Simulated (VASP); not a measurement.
Method: vdW-DF2, VASP's PBE PAW potentials (set 64) (plane waves; VASP 6.6.1).

VASP input:

### POSCAR
```
NaF
1
    0.0000000000     2.3343245444     2.3343245444
    2.3343245444     0.0000000000     2.3343245444
    2.3343245444     2.3343245444     0.0000000000
Na F
1 1
Direct
  0.0000000000   0.0000000000   0.0000000000
  0.5000000000   0.5000000000   0.5000000000
```

**INCAR**
```
! general
SYSTEM  =NaF
PREC    =Accurate
ENCUT   =520
LREAL   =.FALSE.
LASPH   =.TRUE.   ! aspherical one-centre terms

! electronic loop
EDIFF   =1E-7
NELM    =100   ! most electronic steps
ALGO    =Normal   ! blocked Davidson

! smearing
ISMEAR  =-5   ! tetrahedra, Bloechl

! functional
GGA     =ML
LUSE_VDW=.TRUE.
AGGAC   =0.0
ZAB_VDW =-1.8867

! ions
ISIF    =2   ! forces and stress, cell fixed

! output
LWAVE   =.FALSE.
LCHARG  =.TRUE.
LORBIT  =11
NEDOS   =601
```

**KPOINTS**
```
Automatic
0
Gamma
11 11 11
```

POTCAR, in this order: Na_pv F (PBE.64 set). Program: vasp_std.

What VASP printed:

**OUTCAR**
```
 ion  position               nearest neighbor table
   1  0.000  0.000  0.000-   2 2.33   2 2.33   2 2.33   2 2.33   2 2.33   2 2.33
   2  0.500  0.500  0.500-   1 2.33   1 2.33   1 2.33   1 2.33   1 2.33   1 2.33
  LATTYP: Found a face centered cubic cell.
 ALAT       =     4.6686490888
 Subroutine PRICEL returns:
 Original cell was already a primitive cell.
 Subroutine GETGRP returns: Found 48 space group operations
The static configuration has the point symmetry O_h .
The dynamic configuration has the point symmetry O_h .
 Subroutine INISYM returns: Found 48 space group operations
 Subroutine IBZKPT returns following result:
 Found     56 irreducible k-points:

 Following reciprocal coordinates:
            Coordinates               Weight
  0.000000  0.000000  0.000000      1.000000
  0.090909  0.000000  0.000000      8.000000
  0.181818  0.000000  0.000000      8.000000
  0.272727  0.000000  0.000000      8.000000
  0.363636  0.000000  0.000000      8.000000
  0.454545  0.000000  0.000000      8.000000
  0.090909  0.090909  0.000000      6.000000
  0.181818  0.090909  0.000000     24.000000
  0.272727  0.090909  0.000000     24.000000
...
```

File OSZICAR:
```
       N       E                     dE             d eps       ncg     rms          rms(c)
DAV:   1     0.119637176042E+03    0.11964E+03   -0.83036E+03  1252   0.151E+03
DAV:   2     0.405426458805E+00   -0.11923E+03   -0.11164E+03  1316   0.382E+02
DAV:   3    -0.637443181762E+01   -0.67799E+01   -0.67619E+01  1415   0.907E+01
DAV:   4    -0.643991756200E+01   -0.65486E-01   -0.65475E-01  1358   0.977E+00
DAV:   5    -0.644059560123E+01   -0.67804E-03   -0.67804E-03  1409   0.103E+00    0.619E+00
DAV:   6    -0.529820330587E+01    0.11424E+01   -0.50971E+00  1415   0.209E+01    0.187E+00
DAV:   7    -0.526932033766E+01    0.28883E-01   -0.51174E-02  1244   0.287E+00    0.995E-01
DAV:   8    -0.524198029239E+01    0.27340E-01   -0.42015E-02  1244   0.442E+00    0.112E-01
DAV:   9    -0.524220456952E+01   -0.22428E-03   -0.11842E-03  1364   0.634E-01    0.556E-02
DAV:  10    -0.524207807187E+01    0.12650E-03   -0.25706E-04  1250   0.290E-01    0.245E-03
DAV:  11    -0.524207876142E+01   -0.68955E-06   -0.11127E-05  1445   0.414E-02    0.115E-03
DAV:  12    -0.524207869360E+01    0.67821E-07   -0.16098E-07  1325   0.678E-03
   1 F= -.52420787E+01 E0= -.52420787E+01  d E =0.000000E+00
```

OUTCAR:
```
------------------------ aborting loop because EDIFF is reached ----------------------------------------
  FORCE on cell =-STRESS in cart. coord.  units (eV):
  Direction    XX          YY          ZZ          XY          YZ          ZX
  --------------------------------------------------------------------------------------
  Total        0.0143292      0.0143292      0.0143292      0.0000000      0.0000000     -0.0000000
  in kB        0.9024408      0.9024408      0.9024408      0.0000000      0.0000000     -0.0000000
  external PRESSURE =       0.9024408 kB  Pullay stress =       0.0000000 kB
  volume of cell :       25.44
      direct lattice vectors                 reciprocal lattice vectors
     0.000000000  2.334324544  2.334324544    -0.214194723  0.214194723  0.214194723
     2.334324544  0.000000000  2.334324544     0.214194723 -0.214194723  0.214194723
     2.334324544  2.334324544  0.000000000     0.214194723  0.214194723 -0.214194723
  FREE ENERGIE OF THE ION-ELECTRON SYSTEM (eV)
  ---------------------------------------------------
  free  energy   TOTEN  =        -5.2420786936 eV

  energy  without entropy=       -5.2420786936  energy(sigma->0) =       -5.24207869

 total charge

# of ion       s       p       d       tot
------------------------------------------
    1        0.050   5.990   0.000   6.040
    2        1.718   4.366   0.000   6.084
--------------------------------------------------
tot          1.767  10.357   0.000  12.124
```
(Selected blocks of OUTCAR.)

The compound is NaF in the rock salt structure. It was relaxed first.
